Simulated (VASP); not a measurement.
# KLaPt2 (R-3m) in VASP: notebook

One crystal, KLaPt2, is run at these levels: PBE; tasks: single point.

Program: VASP 6.6.1. These are calculated values, not measurements. Logs are shortened: lines on timing, memory, paths and dates and some standing lists are left out, and cuts for length are marked.

## 1. The structure

Symmetry: R-3m, No. 166, trigonal system. Conventional cell: a = 3.884 Å, b = 3.884 Å, c = 19.641 Å, α = 90.00°, β = 90.00°, γ = 120.00°. Around K (site symmetry -3m) lie 6 Pt at 2.90 Å. La (site symmetry -3m) has 6 Pt at 2.67 Å as nearest neighbours. Pt (site symmetry 3m) has 3 La at 2.67 Å and 3 K at 2.90 Å as nearest neighbours.

The cell was built by a generator and needn't be a form met in nature.

## 2. Single point, PBE

File INCAR:

```
PREC = Accurate
ENCUT = 520
EDIFF = 1E-6
ISMEAR = -1
SIGMA = 0.1
LREAL = F
LASPH = T
NELM = 100
ALGO = Normal
ISIF = 2
LWAVE = F
LCHARG = F
GGA = PE
NBANDS = 28
```

File KPOINTS:

```
Automatic mesh
0
Gamma
  6 6 6
```

File POSCAR:

```
KLaPt2
1.0
    3.8840870000      0.0000000000      0.0000000000
   -1.9420430000      3.3637240000      0.0000000000
   -1.9420430000      1.1212410000      6.5469640000
K La Pt
1 1 2
Direct
    0.0000000000      0.0000000000      0.0000000000
    0.5000000000      0.5000000000      0.5000000000
    0.2400000000      0.7600000000      0.7200000000
    0.7600000000      0.2400000000      0.2800000000
```

Potentials or basis: VASP PAW PBE potentials, release 64 (K_sv, La, Pt).

The run is started by

```
$ cat potpaw_PBE.64/K_sv/POTCAR potpaw_PBE.64/La/POTCAR potpaw_PBE.64/Pt/POTCAR > POTCAR
$ mpirun -np 1 vasp_std > vasp.out
```

OUTCAR:

```text
PREC = Accurate
   ENCUT = 520
   EDIFF = 1E-6
   ISMEAR = -1
   LREAL = F
   LASPH = T
   NELM = 100
   ISIF = 2
   GGA = PE

 ion  position               nearest neighbor table
   1  0.000  0.000  0.000-   3 2.90   4 2.90   4 2.90   3 2.90   4 2.90   3 2.90
   2  0.500  0.500  0.500-   3 2.67   4 2.67   3 2.67   4 2.67   3 2.67   4 2.67
   3  0.240  0.760  0.720-   2 2.67   2 2.67   2 2.67   1 2.90   1 2.90   1 2.90
   4  0.760  0.240  0.280-   2 2.67   2 2.67   2 2.67   1 2.90   1 2.90   1 2.90

  LATTYP: Found a trigonal (rhomboedric) cell.
 ALAT       =     6.9203661480
 COS(alpha) =     0.8424962007

  Lattice vectors:

 A1 = (   0.0000000000,  -2.2424830000,   6.5469640000)
 A2 = (   1.9420440000,   1.1212410000,   6.5469640000)
 A3 = (  -1.9420430000,   1.1212410000,   6.5469640000)

Analysis of symmetry for initial positions (statically):
=====================================================================
 Subroutine PRICEL returns:
 Original cell was already a primitive cell.

 Routine SETGRP: Setting up the symmetry group for a
 trigonal (rhombohedral) supercell.

 Subroutine GETGRP returns: Found 12 space group operations
 (whereof 12 operations were pure point group operations)
 out of a pool of 12 trial point group operations.

The static configuration has the point symmetry D_3d.

Analysis of symmetry for dynamics (positions and initial velocities):
=====================================================================
 Subroutine PRICEL returns:
 Original cell was already a primitive cell.

 Routine SETGRP: Setting up the symmetry group for a
 trigonal (rhombohedral) supercell.

 Subroutine GETGRP returns: Found 12 space group operations
 (whereof 12 operations were pure point group operations)
 out of a pool of 12 trial point group operations.

The dynamic configuration has the point symmetry D_3d.

 Subroutine INISYM returns: Found 12 space group operations
 (whereof 12 operations are pure point group operations),
 and found     1 'primitive' translations

----------------------------------------------------------------------------------------

                                     Primitive cell

  volume of cell :      85.5361

  direct lattice vectors                    reciprocal lattice vectors
     3.884087000  0.000000000  0.000000000     0.257460762  0.148644738  0.050914179
    -1.942043000  3.363724000  0.000000000     0.000000000  0.297289552 -0.050914169
    -1.942043000  1.121241000  6.546964000     0.000000000  0.000000000  0.152742554

  length of vectors
     3.884087000  3.884091935  6.920364876     0.301618229  0.301617855  0.152742554

  position of ions in fractional coordinates (direct lattice)
     0.000000000  0.000000000  0.000000000
     0.500000000  0.500000000  0.500000000
     0.240000000  0.760000000  0.720000000
     0.760000000  0.240000000  0.280000000

  ion indices of the primitive-cell ions
   primitive index   ion index
                 1           1
                 2           2
                 3           3
                 4           4

----------------------------------------------------------------------------------------

 KPOINTS: Automatic mesh

Automatic generation of k-mesh.
 Grid dimensions read from file:
 generate k-points for:    6    6    6

 Generating k-lattice:

  Cartesian coordinates                     Fractional coordinates (reciprocal lattice)
     0.042910127  0.024774123  0.008485697     0.166666667  0.000000000  0.000000000
     0.000000000  0.049548259 -0.008485695     0.000000000  0.166666667  0.000000000
     0.000000000  0.000000000  0.025457092     0.000000000  0.000000000  0.166666667

  Length of vectors
     0.050269705  0.050269642  0.025457092

  Shift w.r.t. Gamma in fractional coordinates (k-lattice)
     0.000000000  0.000000000  0.000000000

 Subroutine IBZKPT returns following result:
 ===========================================

 Found     32 irreducible k-points:

 Following reciprocal coordinates:
            Coordinates               Weight
  0.000000  0.000000  0.000000      1.000000
  0.166667  0.000000  0.000000      6.000000
  0.333333  0.000000  0.000000      6.000000
  0.500000  0.000000  0.000000      3.000000
  0.166667  0.166667  0.000000      6.000000
  0.333333  0.166667  0.000000     12.000000
[... 16 lines left out ...]
  0.500000  0.500000  0.166667      6.000000
  0.166667 -0.333333  0.166667     12.000000
 [... further k-points ...]
   k-points           NKPTS =     32   k-points in BZ     NKDIM =     32   number of bands    NBANDS=     28
   number of dos      NEDOS =    301   number of ions     NIONS =      4
   total plane-waves  NPLWV =  48600
   dimension x,y,z NGX =    30 NGY =   30 NGZ =   54
   dimension x,y,z NGXF=    60 NGYF=   60 NGZF=  108
   ions per type =               1   1   2
   NGX,Y,Z   is equivalent  to a cutoff of  12.84, 12.84, 12.97 a.u.
   NGXF,Y,Z  is equivalent  to a cutoff of  25.68, 25.68, 25.94 a.u.
 SYSTEM =  unknown system
   PREC   = accura    normal or accurate (medium, high low for compatibility)
   ISTART =      0    job   : 0-new  1-cont  2-samecut
   ICHARG =      2    charge: 1-file 2-atom 10-const
   ISPIN  =      1    spin polarized calculation?
   LNONCOLLINEAR =      F non collinear calculations
   LSORBIT =      F    spin-orbit coupling
   LASPH  =      T    aspherical Exc in radial PAW
   ENCUT  =  520.0 eV  38.22 Ry    6.18 a.u.   7.22  7.22 12.87*2*pi/ulx,y,z
   NELM   =    100;   NELMIN=  2; NELMDL= -5     # of ELM steps
   EDIFF  = 0.1E-05   stopping-criterion for ELM
   LREAL  =      F    real-space projection
   EDIFFG = 0.1E-04   stopping-criterion for IOM
   NSW    =      0    number of steps for IOM
   IBRION =     -1    ionic relax: 0-MD 1-quasi-New 2-CG
   NFREE  =      0    steps in history (QN), initial steepest desc. (CG)
   ISIF   =      2    stress and relaxation
   ISYM   =      2    0-nonsym 1-usesym 2-fastsym
   POTIM  = 0.5000    time-step for ionic-motion
   TEBEG  =    0.0;   TEEND  =   0.0 temperature during run
   PSTRESS=    0.0 pullay stress
   NELECT =      40.0000    total number of electrons
   NUPDOWN=      -1.0000    fix difference up-down
   EMIN   =  10.00;   EMAX   =-10.00  energy-range for DOS
   EFERMI =   0.00;   METHOD = LEGACY
   ISMEAR =    -1;   SIGMA  =   0.10  broadening in eV -4-tet -1-fermi 0-gaus
   EFERMI_NEDOS =   21; number of points for ismear=-14 and -15
   IALGO  =     38    algorithm
   IMIX   =      4    mixing-type and parameters
     AMIX     =   0.40;   BMIX     =  1.00
     AMIX_MAG =   1.60;   BMIX_MAG =  1.00
  volume/ion in A,a.u.               =      21.38       144.31
  Fermi-wavevector in a.u.,A,eV,Ry     =   1.270706  2.401286 21.969242  1.614694
  Thomas-Fermi vector in A             =   2.403679
   LORBIT       =      0    0 simple, 1 ext, 2 COOP (PROOUT), +10 PAW based schemes
   GGA     = PE    functional components
   LHFCALC =     F    Hartree Fock is set to
   AEXX    =    0.0000 exact exchange contribution
   IVDW    =     0    specifies the selected vdW correction
   LEPSILON=     F    determine dielectric tensor
   LRPA    =     F    only Hartree local field effects (RPA)
 non-spin polarized calculation
  energy-cutoff  :      520.00
  volume of cell :       85.54
 maximum number of plane-waves:      2317
 NGX is ok and might be reduce to    30
   NGX = 15   NGY = 15   NGZ = 25

 number of electron      40.0000003 magnetization

 Free energy of the ion-electron system (eV)
  ---------------------------------------------------
  ext. energy  EPLUGINS =         0.00000000
  ---------------------------------------------------
  free energy    TOTEN  =       -17.79435993 eV

  energy without entropy =      -17.78608541  energy(sigma->0) =      -17.79022267

 E-fermi :   7.3114     XC(G=0): -10.9243

 val. band max:        7.0375973824   @ k =   0.5000   0.5000   0.1667
 cond. band min:       7.3288884511   @ k =   0.0000   0.0000   0.0000
 fundamental gap:      0.2912910687
 Fermi energy:         7.3113975208

 k-point     1 :       0.0000    0.0000    0.0000
  band No.  band energies     occupation
      1     -23.8056      2.00000
      2     -22.1167      2.00000
      3      -8.2834      2.00000
      4      -7.7344      2.00000
      5      -7.7344      2.00000
      6      -5.8026      2.00000
[... 20 lines left out ...]
     27      11.4159      0.00000
     28      11.7925      0.00000

 k-point     2 :       0.1667    0.0000    0.0000
  band No.  band energies     occupation
      1     -23.7796      2.00000
      2     -22.1077      2.00000
      3      -8.2067      2.00000
      4      -7.9712      2.00000
      5      -7.7792      2.00000
      6      -5.8223      2.00000
[... 20 lines left out ...]
     27      11.3574      0.00000
     28      11.7463      0.00000

 k-point     3 :       0.3333    0.0000    0.0000
  band No.  band energies     occupation
      1     -23.7273      2.00000
      2     -22.0892      2.00000
      3      -8.4135      2.00000
      4      -8.0593      2.00000
      5      -7.8675      2.00000
      6      -5.9529      2.00000
[... 20 lines left out ...]
     27      11.4499      0.00000
     28      11.6223      0.00000

 k-point     4 :       0.5000    0.0000    0.0000
  band No.  band energies     occupation
      1     -23.7009      2.00000
      2     -22.0797      2.00000
      3      -8.6139      2.00000
      4      -7.9911      2.00000
      5      -7.9110      2.00000
      6      -6.0604      2.00000
[... 578 lines left out ...]
     27      11.6014      0.00000
     28      11.7427      0.00000

 k-point    23 :       0.5000    0.5000    0.1667
  band No.  band energies     occupation
      1     -23.7009      2.00000
      2     -22.0797      2.00000
      3      -8.6263      2.00000
      4      -8.0007      2.00000
      5      -7.9109      2.00000
      6      -6.0307      2.00000
[... 20 lines left out ...]
     27      11.5630      0.00000
     28      11.5951      0.00000

 k-point    24 :       0.1667   -0.3333    0.1667
  band No.  band energies     occupation
      1     -23.7402      2.00000
      2     -22.0942      2.00000
      3      -8.2724      2.00000
      4      -8.0931      2.00000
      5      -7.8925      2.00000
      6      -5.8658      2.00000
[... 20 lines left out ...]
     27      11.4688      0.00000
     28      11.7692      0.00000

 [... further k-points ...]

------------------------ aborting loop because EDIFF is reached ----------------------------------------

  FORCE on cell =-STRESS in cart. coord.  units (eV):
  Direction    XX          YY          ZZ          XY          YZ          ZX
  --------------------------------------------------------------------------------------
  -------------------------------------------------------------------------------------
  Total       15.5891611     15.5892166     16.3294150      0.0000023     -0.0000008      0.0000008
  in kB      292.0008212    292.0018608    305.8665268      0.0000434     -0.0000156      0.0000156
  external PRESSURE =     296.6230696 kB  Pullay stress =       0.0000000 kB

 VOLUME and BASIS-vectors are now :
 -----------------------------------------------------------------------------
  energy-cutoff  :      520.00
  volume of cell :       85.54
      direct lattice vectors                 reciprocal lattice vectors
     3.884087000  0.000000000  0.000000000     0.257460762  0.148644738  0.050914179
    -1.942043000  3.363724000  0.000000000     0.000000000  0.297289552 -0.050914169
    -1.942043000  1.121241000  6.546964000     0.000000000  0.000000000  0.152742554

 POSITION                                       TOTAL-FORCE (eV/Angst)
 -----------------------------------------------------------------------------------
      0.00000      0.00000      0.00000        -0.000000     -0.000000      0.000000
      0.00000      2.24248      3.27348        -0.000000     -0.000000      0.000000
     -1.94204      3.36372      4.71381         0.000000     -0.000000      1.511141
      1.94204      1.12124      1.83315        -0.000000      0.000000     -1.511141
 -----------------------------------------------------------------------------------
    total drift:                               -0.000000     -0.000000      0.000000

  FREE ENERGIE OF THE ION-ELECTRON SYSTEM (eV)
  ---------------------------------------------------
  free  energy   TOTEN  =       -17.7943599343 eV

  energy  without entropy=      -17.7860854091  energy(sigma->0) =      -17.79022267
```

Run time: 94 s. Hardware: 1 thread of Intel Xeon Platinum 8488C (Sapphire Rapids), shared host; peak memory 0.27 GiB.

Results:

- Free energy: -17.7944 eV
- Pressure: 29.7 GPa
- Largest force: 1.511 eV/Å
- Band gap on the k mesh: 0.29 eV, indirect (least direct gap 0.50 eV)

Forces in eV/Å, atoms in the order of the input:
```
K    0.000  0.000  0.000
La   0.000  0.000  0.000
Pt   0.000  0.000  1.511
Pt   0.000  0.000 -1.511
```

Caveat: a pressure of tens of GPa on the cell as given is suspect, and the run, the potentials or the cell itself is likely at fault; spin-orbit coupling is left out, which moves the levels of the heavy elements; forces of over 1 eV/Å show positions far from the minimum, so gaps and moduli don't describe the material at rest.

## 3. Single point, PBE

File INCAR:

```
  ALGO = Normal
  EDIFF = 1E-6
  ENCUT = 520
  GGA = PE
  ISIF = 2
  ISMEAR = -5
  LASPH = True
  LCHARG = False
  LREAL = False
  LWAVE = False
  NBANDS = 28
  NELM = 80
  PREC = Accurate
  SIGMA = 0.1
```

File KPOINTS:

```
k-points
0
Gamma
  5 5 5
```

POSCAR is that of step 2.

Potentials or basis: VASP PAW PBE potentials, release 64 (K_sv, La, Pt).

The run is started by

```
$ cat potpaw_PBE.64/K_sv/POTCAR potpaw_PBE.64/La/POTCAR potpaw_PBE.64/Pt/POTCAR > POTCAR
$ mpirun -np 1 vasp_std > vasp.out
```

Wall time 53 s (1 thread of Intel Xeon Platinum 8488C (Sapphire Rapids), shared host); peak memory 0.25 GiB.

It converged, with:

```yaml
Free_energy: -17.8131 eV
Pressure: 29.8 GPa
Largest_force: 1.473 eV/Å
Band_gap_on_the_k_mesh: 0.38 eV, indirect (least direct gap 0.50 eV)
```

Forces on the atoms (eV/Å):
```
K    0.000  0.000  0.000
La   0.000  0.000  0.000
Pt   0.000  0.000  1.473
Pt   0.000  0.000 -1.473
```

Stress tensor (GPa, compression positive):
```
29.29  0.00  0.00
 0.00 29.29  0.00
 0.00  0.00 30.93
```

Levels at points of the mesh, in eV from the valence-band top:
```
           k point  band 18  band 19  band 20  band 21  band 22  band 23
(0.00, 0.00, 0.00)    -1.17    -1.17    -0.12     0.38     3.42     3.42
```

Caveat: a pressure of tens of GPa on the cell as given is suspect, and the run, the potentials or the cell itself is likely at fault; spin-orbit coupling is left out, which moves the levels of the heavy elements; an odd mesh through Γ misses points on the zone boundary, where band edges often lie; forces of over 1 eV/Å show positions far from the minimum, so gaps and moduli don't describe the material at rest.

## 4. Single point, PBE

File INCAR:

```
SYSTEM = KLaPt2
ALGO = Normal
EDIFF = 1E-6
ENCUT = 520
GGA = PE
ISIF = 2
ISMEAR = -1
LASPH = .TRUE.
LCHARG = .FALSE.
LREAL = .FALSE.
LWAVE = .FALSE.
NBANDS = 28
NELM = 60
PREC = Accurate
SIGMA = 0.1
```

File KPOINTS:

```
k-points
0
G
  5 5 5
  0 0 0
```

POSCAR is that of step 3.

The run is started by

```
$ cat potpaw_PBE.64/K_sv/POTCAR potpaw_PBE.64/La/POTCAR potpaw_PBE.64/Pt/POTCAR > POTCAR
$ mpirun -np 1 vasp_std > vasp.out
```

It took 59 s on 1 thread of Intel Xeon Platinum 8488C (Sapphire Rapids), shared host; peak memory 0.24 GiB.

It converged, with:

```yaml
Free_energy: -17.8155 eV
Pressure: 29.9 GPa
Largest_force: 1.473 eV/Å
Band_gap_on_the_k_mesh: 0.38 eV, indirect (least direct gap 0.50 eV)
```

Forces on the atoms (eV/Å):
```
K    0.000  0.000  0.000
La   0.000  0.000  0.000
Pt   0.000  0.000  1.473
Pt   0.000  0.000 -1.473
```

Stress tensor (GPa, compression positive):
```
29.26  0.00  0.00
 0.00 29.26  0.00
 0.00  0.00 31.07
```

Levels at points of the mesh, in eV from the valence-band top:
```
           k point  band 16  band 17  band 18  band 19  band 20  band 21  band 22  band 23  band 24  band 25
(0.00, 0.00, 0.00)    -1.99    -1.99    -1.17    -1.17    -0.12     0.38     3.42     3.42     4.08     4.26
```

Caveat: a pressure of tens of GPa on the cell as given is suspect, and the run, the potentials or the cell itself is likely at fault; spin-orbit coupling is left out, which moves the levels of the heavy elements; an odd mesh through Γ misses points on the zone boundary, where band edges often lie; forces of over 1 eV/Å show positions far from the minimum, so gaps and moduli don't describe the material at rest.

## 5. Summary

```csv
k mesh,smearing,gap on the mesh (eV),pressure (GPa),largest force (eV/Å)
6 × 6 × 6,fermi-dirac 0.1 eV,0.29,29.7,1.51
5 × 5 × 5,tetrahedron,0.38,29.8,1.47
5 × 5 × 5,fermi-dirac 0.1 eV,0.38,29.9,1.47
```

Alike in all rows: task single point; level PBE; potentials or basis VASP PAW PBE potentials, release 64 (K_sv, La, Pt); no spin polarisation; cell as given; cutoff (eV) 520.

On the cell as given the gap runs from 0.29 eV (PBE) to 0.38 eV (PBE); the meshes differ, which moves gaps too.

Caveats: a pressure of tens of GPa on the cell as given is suspect, and the run, the potentials or the cell itself is likely at fault; spin-orbit coupling is left out, which moves the levels of the heavy elements; forces of over 1 eV/Å show positions far from the minimum, so gaps and moduli don't describe the material at rest; an odd mesh through Γ misses points on the zone boundary, where band edges often lie (some runs).

Total energies depend on the potentials used, so only differences within one code and one set of settings carry meaning.
